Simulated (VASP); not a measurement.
Write the native input for VASP 6.6.1 that does the following.

- Task: single point
- Functional: LDA
- Potentials or basis: VASP PAW LDA potentials, release 64 (Ca_sv, Pb_d)
- Cutoff: 520 eV
- k mesh: 7 × 7 × 5
- Occupations: fermi-dirac, width 0.1 eV
- Spin: no spin polarisation
- Dipole correction: no
- Further INCAR settings: ALGO = Normal; EDIFF = 1e-06; NBANDS = 19

The structure of CaPb lies in POSCAR:

```
CaPb
1.0
    3.5666360000      0.0000000000      0.0000000000
    0.0000000000      3.5666360000      0.0000000000
    0.0000000000      0.0000000000      4.6275120000
Ca Pb
1 1
Direct
    0.0000000000      0.0000000000      0.0000000000
    0.5000000000      0.5000000000      0.5000000000
```

The cell comes from a database or a generator and needn't be the stable form of this composition.

These files were run (other wordings do the same):

INCAR

```
SYSTEM = CaPb
PREC = Accurate
ENCUT = 520
EDIFF = 1E-6
ISMEAR = -1
SIGMA = 0.1
LREAL = .FALSE.
LASPH = .TRUE.
NELM = 100
ALGO = Normal
ISIF = 2
LWAVE = .FALSE.
LCHARG = .FALSE.
GGA = CA
NBANDS = 19
```

KPOINTS

```
regular mesh
0
G
  7 7 5
  0 0 0
```

Potentials or basis: VASP PAW LDA potentials, release 64 (Ca_sv, Pb_d).

Launch:

```bash
$ cat potpaw_LDA.64/Ca_sv/POTCAR potpaw_LDA.64/Pb_d/POTCAR > POTCAR
$ mpirun -np 1 vasp_std > vasp.out
```

It gave:

| Quantity | Value |
| --- | --- |
| Pressure | -2.7 GPa |
| Band gap on the k mesh | none (metal or under the smearing width) |

Run time: 33 s on 1 thread of Intel(R) Xeon(R) Platinum 8259CL CPU @ 2.50GHz (Skylake/Cascade Lake), with other jobs on the host, peak memory 0.17 GiB.
